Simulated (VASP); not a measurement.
A convergence study with VASP on AgCl (rock salt): a few settings are varied, all else stays as given below, so the limit is that of these other settings.

```yaml
crystal:
  lattice:
    - [0.00000, 2.77500, 2.77500]
    - [2.77500, 0.00000, 2.77500]
    - [2.77500, 2.77500, 0.00000]
  atoms:
    - { symbol: Ag, position: [0.00000, 0.00000, 0.00000] }
    - { symbol: Cl, position: [0.50000, 0.50000, 0.50000] }
```

Computed with PBE GGA, VASP's PBE PAW potentials (set 64) (plane waves; VASP 6.6.1). The last row used: 550 eV cut-off, 15×15×15 Γ-centred mesh, second-order Methfessel-Paxton smearing of 0.40 eV, potentials Ag Cl.

```tsv
setting	E (eV/atom)	pressure (GPa)	irreducible k-points
ISMEAR = -1, SIGMA = 0.01, 4×4×4 mesh	-2.6914	1.54	8
ISMEAR = -1, SIGMA = 0.2, 4×4×4 mesh	-2.6899	1.53	8
ISMEAR = 0, SIGMA = 0.01, 4×4×4 mesh	-2.6914	1.54	8
ISMEAR = 0, SIGMA = 0.2, 4×4×4 mesh	-2.6913	1.54	8
ISMEAR = 1, SIGMA = 0.01, 4×4×4 mesh	-2.6914	1.54	8
ISMEAR = 1, SIGMA = 0.2, 4×4×4 mesh	-2.6904	1.53	8
ISMEAR = 2, SIGMA = 0.01, 4×4×4 mesh	-2.6914	1.54	8
ISMEAR = 2, SIGMA = 0.2, 4×4×4 mesh	-2.6905	1.53	8
ISMEAR = -1, SIGMA = 0.05, 9×9×9 mesh	-2.6975	1.38	35
ISMEAR = -1, SIGMA = 0.2, 9×9×9 mesh	-2.6967	1.38	35
ISMEAR = 0, SIGMA = 0.05, 9×9×9 mesh	-2.6975	1.38	35
ISMEAR = 0, SIGMA = 0.2, 9×9×9 mesh	-2.6975	1.38	35
ISMEAR = 1, SIGMA = 0.05, 9×9×9 mesh	-2.6975	1.38	35
ISMEAR = 1, SIGMA = 0.2, 9×9×9 mesh	___	___	35
ISMEAR = 2, SIGMA = 0.05, 9×9×9 mesh	-2.6975	1.38	35
ISMEAR = 2, SIGMA = 0.2, 9×9×9 mesh	-2.6971	1.38	35
ISMEAR = -1, SIGMA = 0.05, 15×15×15 mesh	-2.6975	1.38	120
ISMEAR = -1, SIGMA = 0.4, 15×15×15 mesh	-2.6862	1.50	120
ISMEAR = 0, SIGMA = 0.05, 15×15×15 mesh	-2.6975	1.38	120
ISMEAR = 0, SIGMA = 0.4, 15×15×15 mesh	-2.6974	1.38	120
ISMEAR = 1, SIGMA = 0.05, 15×15×15 mesh	-2.6975	1.38	120
ISMEAR = 1, SIGMA = 0.4, 15×15×15 mesh	___	___	120
ISMEAR = 2, SIGMA = 0.05, 15×15×15 mesh	-2.6975	1.38	120
ISMEAR = 2, SIGMA = 0.4, 15×15×15 mesh	-2.6966	1.35	120
```

Q: What belongs in the gaps?

A: 
- ISMEAR = 1, SIGMA = 0.2, 9×9×9 mesh, E (eV/atom): -2.6972
- ISMEAR = 1, SIGMA = 0.2, 9×9×9 mesh, pressure (GPa): 1.37
- ISMEAR = 1, SIGMA = 0.4, 15×15×15 mesh, E (eV/atom): -2.6964
- ISMEAR = 1, SIGMA = 0.4, 15×15×15 mesh, pressure (GPa): 1.33

Left out are rungs that failed or repeat a setting and relaxations that didn't move; long series are thinned to 24 rows.

The compound is AgCl in the rock salt structure. The cell was not relaxed at this level.
